The gap in this table is the energy of the lowest empty orbital (LUMO) less that of the highest occupied orbital (HOMO), read from one self-consistent calculation per method. The system is a single GeSe molecule in a wide periodic box, so the gap is that of a molecule and not a band gap. The two nuclei stay at the same distance, 2.135 Å, in every row.

VASP Kohn-Sham DFT with the functionals named in the rows, for one GeSe molecule with a fixed bond of 2.135 Å in a periodic 9 × 9 × 12 Å box. All runs use the recommended PBE PAW potentials, a 520 eV cutoff, the Γ point only and Gaussian smearing of 0.01 eV, without spin polarisation or spin-orbit coupling. The gap is LUMO less HOMO.

| method | rung | gap (eV) |
| --- | --- | --- |
| BLYP-D4 | GGA | 3.365 |
| PBE | GGA | 3.440 |
| PBE-TS | GGA | 3.440 |
| r2SCAN-D4 | meta-GGA | 3.766 |
| HSE06-D4 | hybrid | 4.383 |
| PBE0-D3(BJ) | hybrid | 5.152 |
| r2SCAN0-D4 | hybrid | 5.341 |

Four sizes are worth remembering. Changing one GGA for the other moves the gap by less than 0.1 eV, and going from PBE to the meta-GGA r2SCAN adds about 0.3 eV. Mixing in a quarter of full-range exact exchange adds 1.6 to 1.7 eV. Screening that exchange, as HSE06 does, takes back nearly 0.8 eV.

The rungs keep their order: both GGAs lie below the meta-GGA, and the meta-GGA lies below the three hybrids. The word "hybrid" nevertheless says little about the value. The hybrids spread over 0.96 eV, while the step from r2SCAN up to the lowest of them is only 0.62 eV. An explanation of the trend has to account for this spread as well as for the order.

**First explanation: the gap follows the bond**

This one is tempting because the forces seem to support it. At the common bond length BLYP and PBE push the atoms apart, r2SCAN is almost at rest, and HSE06 and r2SCAN0 pull the atoms together. Over the six rows other than PBE0, the outward force and the gap have a correlation coefficient of −0.88. It is easy to conclude that methods with a tighter bond have a larger gap because the bond is tighter.

The bond, however, has the same length in every row, so no change of length can have produced these gaps. The pair r2SCAN and HSE06 makes the point again: both leave only a small force on the atoms, yet their gaps differ by 0.62 eV. Force and gap are two results of the same choice of functional, and neither causes the other.

The dispersion labels can be set aside in the same way. Adding the TS correction to PBE leaves the gap at 3.440 eV. As used here, such a correction is added to the energy without entering the equations for the orbitals, so at fixed positions the orbital levels stay where they were.

**Second explanation: the fraction of exact exchange decides**

This explanation has sound physics behind it. An electron in an occupied orbital repels the total charge density, which includes its own charge. Exact exchange cancels that self-repulsion, whereas the exchange of a GGA cancels it only in part and leaves the occupied level too high. An empty orbital holds no electron whose self-repulsion could be cancelled. When a hybrid replaces part of the attractive GGA exchange, the empty orbital loses some attraction and gets little back.

Both edges should therefore move, the HOMO down and the LUMO up, and the calculated levels do so. From PBE to HSE06 the HOMO falls by 0.61 eV and the LUMO rises by 0.34 eV. From r2SCAN to r2SCAN0 the shifts have the same signs and are larger.

The fraction alone still fails. HSE06 and PBE0 are both built on PBE, and both contain 25% exact exchange, so counting the fraction predicts equal gaps. The calculation gives 4.383 and 5.152 eV. HSE06 misses 45% of the gain that PBE0 makes over PBE.

**Third explanation: fraction, range and parent functional**

HSE06 keeps exact exchange only at short range. It splits the Coulomb interaction with a screening parameter $\omega = 0.2$ Å$^{-1}$ and drops exact exchange for the part

$$v(r) = e^2\,\frac{\operatorname{erf}(\omega r)}{r},$$

where $r$ is the distance between two electrons and $e^2 = 14.4$ eV Å. The length $1/\omega$ is 5 Å, more than twice the bond length. It may seem that so small a molecule should hardly notice the loss of a long-range term.

That impression is wrong, because $v(r)$ does not vanish at short distance. It levels off at the constant $c = 2e^2\omega/\sqrt{\pi}$, and a molecule much smaller than 5 Å sits on this plateau. The exchange operator made from $v$ acts on an orbital $\phi_i$ as

$$K\phi_i(\mathbf r) = -\sum_j \phi_j(\mathbf r)\int \phi_j^*(\mathbf r')\,v(|\mathbf r-\mathbf r'|)\,\phi_i(\mathbf r')\,d\mathbf r',$$

with $j$ running over the occupied orbitals of the same spin. If $v$ is replaced by $c$, the integral is $c$ for $j=i$ and zero otherwise, since the orbitals are orthogonal. Every occupied level then drops by $c$, and every empty level stays where it is.

A hybrid with a quarter of exact exchange gains a quarter of this shift from the long-range part, and HSE06 forgoes it:

$$\Delta = \frac{1}{4}\cdot\frac{2e^2\omega}{\sqrt{\pi}} = \frac{1}{4}\cdot\frac{2\times 14.4\times 0.2}{\sqrt{\pi}}\ \text{eV} \approx 0.81\ \text{eV}.$$

The calculated difference between PBE0 and HSE06 is 0.77 eV. No gap entered the estimate and nothing was fitted, yet it lies only 6% above the calculated difference. Taking $v$ at one bond length instead of at zero distance lowers the estimate to 0.77 eV.

The near-perfect second figure should not be overvalued. One distance stands there for an average over whole orbitals. The estimate also assumes that the long-range GGA exchange, which PBE0 partly gives up and HSE06 keeps, shifts HOMO and LUMO alike; theory makes this plausible for a smooth potential, but these rows do not test it. The periodic box adds an uncertainty of its own, because full-range exchange needs a special treatment of its long-range part there. The PBE0 run used the program's default treatment, whereas the r2SCAN0 run used a Coulomb interaction cut off at a finite distance. An error in this treatment acts much like a change in $c$ and shifts the occupied levels, so it could enter the difference between PBE0 and HSE06 as well as the comparison with r2SCAN0 below. HSE06 and PBE0 differ in the range of exact exchange by construction; what the comparison supports is the plateau picture as an estimate of how much that range matters.

The formula also says what to look for in a neighbouring case. For a molecule well inside the screening length, the loss depends on the fraction and on $\omega$, and hardly on which atoms are bound. A smaller $\omega$ brings the screened hybrid closer to the unscreened one. In a molecule longer than $1/\omega$, the plateau no longer covers all pairs of electrons, and the simple constant overstates the loss.

Range by itself does not explain why r2SCAN0 lies above PBE0, since both functionals contain exact exchange at full range. The parent functional is the natural candidate, although the two runs also differ in how they treat that exchange in the box. r2SCAN already has a gap 0.33 eV wider than PBE, and a hybrid keeps three quarters of its parent's exchange. If the parents differ mainly in exchange, three quarters of that lead should survive, about 0.24 eV.

The calculated lead of r2SCAN0 over PBE0 is 0.19 eV. The three-quarters rule thus puts the gap of r2SCAN0 too high by 0.06 eV, while simply adding the whole parent lead puts it too high by 0.14 eV. The rule comes closer, but this is weak support. The two misses differ by only 0.08 eV, and the unequal treatment of exchange in the box may have changed the lead by an amount that these rows do not show. The cutoff is also a usual working value and not a converged limit. Differences in correlation, and orbitals that readjust once exact exchange is present, may contribute to the miss too. A PBE0 run with the same cut-off interaction as r2SCAN0 would be the first thing to check.

The trend therefore has one main cause and two modifiers. Exact exchange pulls the HOMO and LUMO apart, its range sets how much of that effect a small molecule receives, and the parent functional sets the starting point. The printed output after this page gives the differences and both estimates.

**What the gap may be used for**

A wider gap in this table is not automatically a better one, because the table holds no reference value. It is well established that GGA orbital gaps of small molecules fall far below the ionisation energy less the electron affinity, and that a quarter of exact exchange repairs this only in part. None of the values is an optical gap, which also contains the attraction between the excited electron and the hole. All rows use potentials made for PBE and leave out spin-orbit coupling, which would split the π levels.

GeSe is also a material for switching layers in memory devices, and there these values should not be read as band gaps. In a solid the other electrons screen the long-range part of exchange, which is one reason for using a screened hybrid. In the isolated molecule there is almost nothing to do that screening, so this argument for HSE06 in a film does not carry over to the molecule.

The analysis program printed:

```
Whole range of the gap, r2SCAN0 less BLYP (eV): 1.976
Spread of the GGA rung, PBE less BLYP (eV): 0.075
Step from PBE to r2SCAN (eV): 0.326
Step from r2SCAN to the lowest hybrid, HSE06 (eV): 0.617
Spread of the three hybrids, all with 25% exact exchange (eV): 0.958
Effect of the TS dispersion term on the PBE gap (eV): 0
Correlation of outward force with gap, six rows without PBE0: -0.8779
Gap gained from PBE to HSE06 (eV): 0.943
Gap gained from PBE to PBE0 (eV): 1.712
Gap gained from r2SCAN to r2SCAN0 (eV): 1.575
HOMO shift from PBE to HSE06 (eV): -0.6073
LUMO shift from PBE to HSE06 (eV): 0.3351
HOMO shift from r2SCAN to r2SCAN0 (eV): -0.9159
LUMO shift from r2SCAN to r2SCAN0 (eV): 0.6588
Computed gap difference, PBE0 less HSE06 (eV): 0.769
Estimate of it with the kernel at zero distance (eV): 0.8124
Estimate of it with the kernel at one bond length (eV): 0.7657
Share of the PBE to PBE0 gain that HSE06 misses (percent): 44.92
Lead of r2SCAN0 over PBE0 (eV): 0.189
Lead expected if three quarters of the parent lead survive (eV): 0.2445
Share of the parent lead that survives (percent): 57.98
Miss for r2SCAN0 if the whole parent lead survived, predicted less computed (eV): 0.137
Miss for r2SCAN0 if three quarters survive, predicted less computed (eV): 0.0555
```
